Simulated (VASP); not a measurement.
An input for Ansatz (written as the equivalent of a VASP run, and not itself run):

Ansatz 0.2 input:
```yaml
crystal:
  lattice:
    - [0.0000000, 2.3880330, 2.3880330]
    - [2.3880330, 0.0000000, 2.3880330]
    - [2.3880330, 2.3880330, 0.0000000]
  atoms:
    - { symbol: Ca, position: [0.0000000, 0.0000000, 0.0000000] }
    - { symbol: O, position: [0.5000000, 0.5000000, 0.5000000] }
kpoints:
  mp_grid: { grid: [10, 10, 10] }
hamiltonian:
  xc: pbesol
  pseudopotentials: { kind: paw }
scf:
  occupations: { method: gaussian, width: 0.05 }
  max_iter: 100
relax:
  max_steps: 40
  f_tol: 0.01
  cell: { p_target: 2 }
output: { forces: true, stress: true, eigenvalues: true }
```

Write the VASP files for the same calculation (PBEsol).

This is not unique; one that fits is 
File POSCAR:
```
CaO
1
    0.0000000000     2.3880329525     2.3880329525
    2.3880329525     0.0000000000     2.3880329525
    2.3880329525     2.3880329525     0.0000000000
Ca O
1 1
Direct
  0.0000000000   0.0000000000   0.0000000000
  0.5000000000   0.5000000000   0.5000000000
```

KPOINTS:
```
Regular mesh
0
gamma
10 10 10
```

INCAR:
```
ALGO  =  Normal
EDIFF  =  1E-7
EDIFFG  =  -0.01
ENCUT  =  600
GGA  =  PS
IBRION  =  2
ISIF  =  3
ISMEAR  =  0
LASPH  =  .TRUE.
LCHARG  =  .FALSE.
LREAL  =  .FALSE.
LWAVE  =  .FALSE.
NELM  =  100
NSW  =  40
PREC  =  Accurate
PSTRESS  =  20
SIGMA  =  0.05
SYSTEM  =  CaO
```

POTCAR, in this order: Ca_sv O (PBE.64 set). Program: vasp_std.

What does not carry over: each code has its own PAW files, so the cut-off isn't converted (ENCUT is set for VASP's; basis.ecutwfc is left out, and Ansatz then takes the one that its files recommend); Ansatz stops its SCF on the density residual and VASP on the energy change (EDIFF).

The compound is CaO in the rock salt structure. This run relaxes it under an external pressure of 2 GPa. Symmetry was kept, so distortions that lower it aren't found.
